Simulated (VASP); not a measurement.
Method: PBE GGA, VASP's PBE PAW potentials (set 64) (plane waves; VASP).

The input files of a VASP run:

INCAR:
```
ALGO = Normal
EDIFF = 1E-6
EDIFFG = -0.02
ENCUT = 500
GGA = PE
IBRION = 2
ISIF = 3
ISMEAR = 1
LASPH = T
LCHARG = F
LMAXMIX = 6
LREAL = F
LWAVE = F
NELM = 100
NSW = 40
PREC = Accurate
PSTRESS = 200
SIGMA = 0.1
SYSTEM = Hf
```

**KPOINTS**
```
Automatic mesh
0
Gamma
14 14 8
0 0 0
```

**POSCAR**
```
Hf
1
    1.5215833814    -2.6354596597    -0.0000000000
    1.5215833814     2.6354596597    -0.0000000000
   -0.0000000000     0.0000000000     4.8485668499
Hf
2
Direct
  0.3333330000   0.6666670000   0.2500000000
  0.6666670000   0.3333330000   0.7500000000
```

POTCAR, in this order: Hf_pv (PBE.64 set). Program: vasp_std.

Output

### OSZICAR
```
       N       E                     dE             d eps       ncg     rms          rms(c)
DAV:   1     0.476349648140E+02    0.47635E+02   -0.11671E+04  3360   0.135E+03
DAV:   2    -0.182788349131E+02   -0.65914E+02   -0.64696E+02  4254   0.270E+02
DAV:   3    -0.200749970656E+02   -0.17962E+01   -0.17572E+01  4464   0.299E+01
DAV:   4    -0.200883483309E+02   -0.13351E-01   -0.13350E-01  3846   0.324E+00
DAV:   5    -0.200885197694E+02   -0.17144E-03   -0.17143E-03  4466   0.295E-01    0.723E+01
DAV:   6    -0.196742245207E+02    0.41430E+00   -0.35134E-01  3516   0.486E+00    0.430E+01
DAV:   7    -0.195207885300E+02    0.15344E+00   -0.60979E-01  3528   0.615E+00    0.200E+00
DAV:   8    -0.195139617035E+02    0.68268E-02   -0.39657E-02  3684   0.159E+00    0.342E-01
DAV:   9    -0.195140605103E+02   -0.98807E-04   -0.86995E-04  4578   0.238E-01    0.199E-01
DAV:  10    -0.195140531711E+02    0.73392E-05   -0.56195E-05  3696   0.632E-02    0.329E-01
DAV:  11    -0.195140530872E+02    0.83958E-07   -0.99982E-06  3978   0.257E-02
   1 F= -.14659884E+02 E0= -.14659799E+02  d E =-.146599E+02
       N       E                     dE             d eps       ncg     rms          rms(c)
DAV:   1    -0.195196713958E+02   -0.56182E-02   -0.28336E-02  3438   0.142E+00    0.204E-01
DAV:   2    -0.195193312071E+02    0.34019E-03   -0.54831E-04  4314   0.191E-01    0.899E-02
DAV:   3    -0.195192341266E+02    0.97081E-04   -0.97852E-05  4116   0.736E-02    0.752E-02
DAV:   4    -0.195192093234E+02    0.24803E-04   -0.48487E-05  4434   0.524E-02    0.424E-02
DAV:   5    -0.195192085263E+02    0.79710E-06   -0.36699E-06  3806   0.153E-02
   2 F= -.14659963E+02 E0= -.14659910E+02  d E =-.794220E-04
```

**OUTCAR**
```
------------------------ aborting loop because EDIFF is reached ----------------------------------------
  FORCE on cell =-STRESS in cart. coord.  units (eV):
  Direction    XX          YY          ZZ          XY          YZ          ZX
  --------------------------------------------------------------------------------------
  Total        4.8276023      4.8276020      4.8196238      0.0000000      0.0000000     -0.0000000
  in kB      198.6976120    198.6975999    198.3692297      0.0000000      0.0000000     -0.0000000
  external PRESSURE =      -1.4118528 kB  Pullay stress =     200.0000000 kB
  volume of cell :       38.93
      direct lattice vectors                 reciprocal lattice vectors
     1.523386592 -2.638582896 -0.000000000     0.328216096 -0.189495657 -0.000000000
     1.523386592  2.638582896 -0.000000000     0.328216096  0.189495657 -0.000000000
     0.000000000  0.000000000  4.842153479     0.000000000  0.000000000  0.206519683
 POSITION                                       TOTAL-FORCE (eV/Angst)
 -----------------------------------------------------------------------------------
      1.52339      0.87953      1.21054         0.000000      0.000000      0.000000
      1.52339     -0.87953      3.63162        -0.000000     -0.000000      0.000000
 -----------------------------------------------------------------------------------
    total drift:                               -0.000002      0.000162     -0.000015
  FREE ENERGIE OF THE ION-ELECTRON SYSTEM (eV)
  ---------------------------------------------------
  free  energy   TOTEN  =       -19.5192085263 eV

  energy  without entropy=      -19.5190498775  energy(sigma->0) =      -19.51915564
  enthalpy is  TOTEN    =       -14.6599631333 eV   P V=        4.8592453930

 reached required accuracy - stopping structural energy minimisation
```
(Selected blocks of OUTCAR.)

### CONTCAR
```
Hf
   1.00000000000000
     1.5233865917836835   -2.6385828962873035   -0.0000000000000000
     1.5233865917836835    2.6385828962873035   -0.0000000000000000
     0.0000000000000000    0.0000000000000000    4.8421534791042404
  Hf
     2
Direct
     0.3333330000000032    0.6666669999999968    0.2500000000000000
     0.6666669999999968    0.3333330000000032    0.7500000000000000
```

### OUTCAR
```
 val. band max:        5.9565883760   @ k =   0.0714   0.0000   0.2500

 cond. band min:       5.9655680712   @ k =   0.1429   0.0000   0.0000


 Fermi energy:         5.9635216800

 k-point     1 :       0.0000    0.0000    0.0000
  band No.  band energies     occupation
      1     -25.1137      2.00000
      2     -23.9531      2.00000
      3     -23.9531      2.00000
      4     -23.7621      2.00000
      5     -23.7621      2.00000
      6     -23.7612      2.00000
      7      -1.9029      2.00000
      8       1.7559      2.00000
      9       7.1234     -0.00000
     10       7.1357     -0.00000
     11       7.1357     -0.00000
     12       7.4143     -0.00000
     13       8.1116      0.00000
     14       8.1116      0.00000

 k-point     2 :       0.0714    0.0000    0.0000
  band No.  band energies     occupation
      1     -25.0930      2.00000
      2     -23.9998      2.00000
      3     -23.9685      2.00000
      4     -23.8115      2.00000
      5     -23.7703      2.00000
      6     -23.7680      2.00000
      7      -1.7183      2.00000
      8       1.9362      2.00000
      9       6.6502     -0.00000
     10       6.8267     -0.00000
     11       7.3092     -0.00000
     12       7.7778     -0.00000
     13       7.9242     -0.00000
     14       8.2772      0.00000

 k-point     3 :       0.1429    0.0000    0.0000
  band No.  band energies     occupation
      1     -25.0329      2.00000
      2     -24.1305      2.00000
      3     -24.0103      2.00000
      4     -23.9464      2.00000
      5     -23.7980      2.00000
      6     -23.7855      2.00000
      7      -1.1900      2.00000
      8       2.4274      2.00000
      9       5.9656      0.96537
     10       6.0839     -0.07078
     11       7.4034     -0.00000
     12       7.8228     -0.00000
     13       8.2248      0.00000
     14       8.2962      0.00000

 k-point     4 :       0.2143    0.0000    0.0000
  band No.  band energies     occupation
...
```

Unless said otherwise, spin-orbit coupling is left out, though it shifts the bands of the heavy elements here.

The compound is Hf in the hcp structure. This run relaxes it under an external pressure of 20 GPa. Symmetry was kept, so distortions that lower it aren't found.
